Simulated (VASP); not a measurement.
# PBr: single point with PBE

The system is PBr.

```
Br P
1.0
     4.93856    0.00000    0.00000
    -2.06239    5.19450    0.00000
    -0.69678   -0.65377    6.23326
Br P
2 2
Direct
  0.65833 0.85307 0.24109
  0.33093 0.14369 0.75897
  0.63976 0.49819 0.63287
  0.35941 0.49715 0.37374
```

The cell comes from a database or a generator and needn't be the stable form of this composition.

The cell isn't the ideal one: atoms moved at random, drawn with an rms of 0.05 Å.

```json
{
  "Program": "VASP 6.6.1",
  "Task": "single point",
  "Functional": "PBE",
  "Potentials or basis": "VASP PAW PBE potentials, release 64 (Br, P)",
  "Cutoff": "520 eV",
  "k mesh": "6 × 5 × 5",
  "Occupations": "fermi-dirac, width 0.05 eV",
  "Spin": "no spin polarisation",
  "Further INCAR settings": "ALGO = Normal; EDIFF = 1e-07; NBANDS = 20"
}
```

* Pressure: 0.3 GPa
* Largest force: 0.598 eV/Å
* Band gap on the k mesh: 1.58 eV, direct

Forces in eV/Å, atoms in the order of the input:
```
Br  -0.023 -0.208  0.061
Br   0.023  0.127 -0.006
P    0.326 -0.078  0.421
P   -0.326  0.158 -0.476
```

Stress tensor (GPa, compression positive):
```
 0.43 -0.19  0.68
-0.19 -0.17  0.21
 0.68  0.21  0.69
```

Levels at points of the mesh, in eV from the valence-band top:
```tsv
k point	band 9	band 10	band 11	band 12	band 13	band 14	band 15	band 16
(0.00, 0.00, 0.00)	-2.11	-1.34	-1.11	-0.56	2.02	3.19	4.70	5.60
(0.50, 0.00, 0.00)	-2.21	-1.51	-0.89	-0.22	2.40	2.69	3.63	4.90
```

Wall time 2.6 min on 1 thread of Intel(R) Xeon(R) 6975P-C (Granite Rapids), with other jobs on the host, peak memory 0.38 GiB.

Caveat: an odd mesh through Γ misses points on the zone boundary, where band edges often lie.
